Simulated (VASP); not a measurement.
OSZICAR of a VASP run on Cu (relaxed from the diamond structure, space group Fd-3m):

OSZICAR:
```
       N       E                     dE             d eps       ncg     rms          rms(c)
DAV:   1     0.124239549435E+03    0.12424E+03   -0.90688E+03  3136   0.193E+03
DAV:   2    -0.360990020113E+01   -0.12785E+03   -0.12267E+03  3120   0.296E+02
DAV:   3    -0.771852583007E+01   -0.41086E+01   -0.40156E+01  3806   0.876E+01
DAV:   4    -0.775766525452E+01   -0.39139E-01   -0.39163E-01  3561   0.836E+00
DAV:   5    -0.775838900189E+01   -0.72375E-03   -0.72358E-03  4169   0.976E-01    0.108E+01
DAV:   6    -0.748052248255E+01    0.27787E+00   -0.23205E+01  3674   0.120E+02    0.729E+00
DAV:   7    -0.625648591574E+01    0.12240E+01   -0.51515E+00  3708   0.550E+01    0.444E-01
DAV:   8    -0.625753395645E+01   -0.10480E-02   -0.14512E-01  4453   0.744E+00    0.916E-01
DAV:   9    -0.624654734396E+01    0.10987E-01   -0.60696E-02  3863   0.568E+00    0.157E-01
DAV:  10    -0.624624431468E+01    0.30303E-03   -0.13665E-03  4567   0.780E-01    0.499E-02
DAV:  11    -0.624620713677E+01    0.37178E-04   -0.12739E-04  4416   0.232E-01    0.547E-03
DAV:  12    -0.624620668387E+01    0.45290E-06   -0.64049E-06  4897   0.451E-02    0.333E-03
DAV:  13    -0.624620676612E+01   -0.82251E-07   -0.38691E-07  2802   0.131E-02
   1 F= -.62462068E+01 E0= -.62462068E+01  d E =0.000000E+00
```

Which electronic solver shows in the log?

It is blocked Davidson (ALGO = Normal, or the opening steps of other solvers). The INCAR had ALGO = Normal.

Can the final energy be trusted as converged?

The run converged. It stopped with EDIFF = 1E-7, NELM = 100 (PBEsol GGA, plane waves, VASP's PBE PAW potentials (set 64)).

The structure was generated: Cu was put into the diamond type (Fd-3m), which need not be its known phase. It was relaxed first, which changed the volume by +12 %.
